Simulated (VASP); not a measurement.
Given:

```
BaSn
1.0
    2.68307    -6.36291     0.00000
    2.68307     6.36291     0.00000
    0.00000     0.00000     4.71514
Ba Sn
2 2
Direct
  0.13558   0.86442   0.25000
  0.86442   0.13558   0.75000
  0.42794   0.57206   0.25000
  0.57206   0.42794   0.75000
```

Computed with PBEsol GGA, VASP's PBE PAW potentials (set 64) (plane waves; VASP 6.6.1). Run with 300 eV cut-off, 5×5×5 Γ-centred mesh, Fermi-Dirac smearing of 0.050 eV, potentials Ba_sv Sn_d.

**Question.** Give the energies of bands 19 to 27 at the high-symmetry points, in eV from the Fermi level.

**Answer.** 
| band | Γ | Y | C0 | Z | A0 | T | S | R |
|---|---|---|---|---|---|---|---|---|
| 19 | -8.58 | -8.36 | -8.13 | -6.92 | -6.94 | -6.78 | -8.12 | -6.97 |
| 20 | -5.36 | -5.49 | -5.02 | -6.92 | -6.94 | -6.78 | -4.99 | -6.97 |
| 21 | -1.54 | -1.22 | -2.58 | -2.02 | -2.15 | -2.57 | -2.62 | -1.95 |
| 22 | -1.40 | -1.21 | -1.61 | -2.02 | -2.15 | -2.57 | -1.61 | -1.95 |
| 23 | -1.08 | -0.99 | -1.11 | -1.26 | -0.85 | -0.94 | -1.48 | -0.96 |
| 24 | -0.29 | -0.46 | -0.99 | -1.26 | -0.85 | -0.94 | -0.91 | -0.96 |
| 25 | 0.81 | 0.01 | 0.57 | 0.08 | 0.55 | 0.76 | 0.89 | 0.38 |
| 26 | 1.09 | 1.53 | 1.19 | 0.08 | 0.55 | 0.76 | 0.99 | 0.38 |
| 27 | 1.75 | 1.63 | 1.26 | 2.37 | 2.25 | 2.00 | 1.54 | 2.91 |

It has no gap at this level: it comes out as a metal or semimetal.

The structure comes from a computed database's BaSn entry (Cmcm); how it stands against other phases isn't given here. The cell was not relaxed at this level.
